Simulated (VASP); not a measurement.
Consider the following.

```
CELL_PARAMETERS angstrom
      4.97780     0.00000     0.00000
      0.00000     4.97780     0.00000
      0.00000     0.00000     6.90501
ATOMIC_POSITIONS crystal
  Si 0.19682 0.19682 0.00000
  Si 0.30318 0.69682 0.75000
  Si 0.80318 0.80318 0.50000
  Si 0.69682 0.30318 0.25000
  O  0.61040 0.73817 0.68203
  O  0.76183 0.11040 0.43203
  O  0.38960 0.26183 0.18203
  O  0.23817 0.88960 0.93203
  O  0.11040 0.76183 0.56797
  O  0.26183 0.38960 0.81797
  O  0.88960 0.23817 0.06797
  O  0.73817 0.61040 0.31797
```

Method: r2SCAN meta-GGA, VASP's PBE PAW potentials (set 64) (plane waves; VASP). Run with 520 eV cut-off, 5×5×4 Γ-centred mesh, tetrahedra with Blöchl corrections, potentials Si O.

Q: Estimate the energy per atom (σ→0), band gap (over mesh and band path) with the smallest direct gap where there is one.

A: 
| Property | Value |
|---|---|
| band gap (over mesh and band path) | 6.35 eV |
| smallest direct gap (over mesh and band path) | 6.35 eV |
| energy per atom (σ→0) | -9.930 eV/atom |

The absolute energy has meaning only against runs of the same code, potentials and settings.

The structure comes from a computed database's SiO2 entry (P4_32_12); how it stands against other phases isn't given here. It was relaxed first.
